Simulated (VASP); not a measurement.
Data:

```
Si
1.0
   10.93707     0.00000     0.00000
    0.00000    10.93707     0.00000
    0.00000     0.00000    10.93707
Si
63
Direct
  0.49945   0.00013   0.99962
  0.62471   0.12561   0.12583
  0.75008   0.25002   0.00096
  0.87454   0.37530   0.12580
  0.75010   0.00032   0.25061
  0.87445   0.12590   0.37540
  0.00018   0.00003   0.00029
  0.12517   0.12521   0.12514
  0.25052   0.25025   0.00041
  0.37528   0.37533   0.12551
  0.50039   0.50005   0.00044
  0.62465   0.62475   0.12538
  0.74983   0.74968   0.00029
  0.87503   0.87511   0.12524
  0.25046   0.00022   0.25062
  0.37527   0.12582   0.37514
  0.50054   0.25204   0.25226
  0.62335   0.37827   0.37837
  0.74883   0.49957   0.25153
  0.87487   0.62473   0.37440
  0.50035   0.00011   0.50049
  0.62466   0.12560   0.62442
  0.74879   0.25146   0.49969
  0.87498   0.37462   0.62457
  0.74965   0.00001   0.74977
  0.87494   0.12522   0.87495
  0.99954   0.49957   0.99983
  0.12535   0.62472   0.12557
  0.25020   0.75009   0.00089
  0.37545   0.87510   0.12551
  0.00021   0.25016   0.25055
  0.12541   0.37545   0.37510
  0.25150   0.50012   0.25155
  0.37682   0.62452   0.37685
  0.49976   0.74911   0.25095
  0.62439   0.87496   0.37459
  0.99946   0.99996   0.49947
  0.12568   0.12565   0.62466
  0.25217   0.25207   0.50039
  0.37775   0.37786   0.62403
  0.62383   0.62327   0.62410
  0.74787   0.74765   0.49925
  0.87416   0.87439   0.62522
  0.25044   0.00037   0.75008
  0.37524   0.12594   0.87448
  0.49991   0.25141   0.74889
  0.62476   0.37460   0.87518
  0.74830   0.49889   0.74841
  0.87424   0.62530   0.87427
  0.00058   0.75006   0.25048
  0.12544   0.87501   0.37556
  0.00024   0.50008   0.50057
  0.12527   0.62490   0.62460
  0.25094   0.74908   0.49983
  0.37462   0.87497   0.62446
  0.00069   0.25014   0.75009
  0.12555   0.37528   0.87486
  0.25125   0.49974   0.74913
  0.37436   0.62492   0.87510
  0.49916   0.74783   0.74825
  0.62517   0.87444   0.87434
  0.00010   0.74973   0.74989
  0.12515   0.87514   0.87500
```
Cell charge +1.

The numbers are results of HSE06 screened hybrid, VASP's PBE PAW potentials (set 64) (plane waves; VASP), not measurements. Run with PREC = Normal, LREAL = Auto, ISYM = 0, NELECT = 251.0, EDIFF = 1E-5, 400 eV cut-off, 1×1×1 Γ-centred mesh, Gaussian smearing of 0.050 eV, potentials Si. Starting moments (MAGMOM): 63*0.0476. The cell's moment is fixed (NUPDOWN = 3).

The cell is charged, with a uniform compensating background. The supercell is sampled at Γ alone, which is coarse: total energies, pressure and levels can be off, energies of defects by several tenths of an eV.

Problem. What does the run give for the cell moment, energy per atom (σ→0), largest force?

Solution. 
```yaml
cell_moment: 3.00 μB
energy per atom (σ→0): -6.224 eV/atom
largest_force: 0.00453 Ha/bohr
```

Problem. Give the moment on each site (PAW-sphere projection).

Solution. 
| site | moment (μB) |
|---|---|
| Si1 | 0.02 |
| Si2 | 0.02 |
| Si3 | 0.01 |
| Si4 | 0.02 |
| Si5 | 0.01 |
| Si6 | 0.02 |
| Si7 | 0.01 |
| Si8 | 0.01 |
| Si9 | 0.01 |
| Si10 | 0.01 |
| Si11 | 0.01 |
| Si12 | 0.01 |
| Si13 | 0.01 |
| Si14 | 0.01 |
| Si15 | 0.01 |
| Si16 | 0.01 |
| Si17 | 0.01 |
| Si18 | 0.20 |
| Si19 | 0.02 |
| Si20 | 0.01 |
| Si21 | 0.01 |
| Si22 | 0.01 |
| Si23 | 0.01 |
| Si24 | 0.01 |
| Si25 | 0.01 |
| Si26 | 0.01 |
| Si27 | 0.02 |
| Si28 | 0.01 |
| Si29 | 0.01 |
| Si30 | 0.02 |
| Si31 | 0.01 |
| Si32 | 0.01 |
| Si33 | 0.01 |
| Si34 | 0.22 |
| Si35 | 0.01 |
| Si36 | 0.01 |
| Si37 | 0.02 |
| Si38 | 0.02 |
| Si39 | 0.01 |
| Si40 | 0.20 |
| Si41 | -0.04 |
| Si42 | 0.01 |
| Si43 | 0.01 |
| Si44 | 0.01 |
| Si45 | 0.02 |
| Si46 | 0.01 |
| Si47 | 0.01 |
| Si48 | 0.01 |
| Si49 | 0.00 |
| Si50 | 0.01 |
| Si51 | 0.02 |
| Si52 | 0.01 |
| Si53 | 0.01 |
| Si54 | 0.01 |
| Si55 | 0.01 |
| Si56 | 0.01 |
| Si57 | 0.02 |
| Si58 | 0.02 |
| Si59 | 0.01 |
| Si60 | 0.01 |
| Si61 | 0.01 |
| Si62 | 0.01 |
| Si63 | 0.01 |

The cell is a supercell with a defect, built from Si (diamond): vac_Si, charge +1. The cell's shape comes from a PBE relaxation.
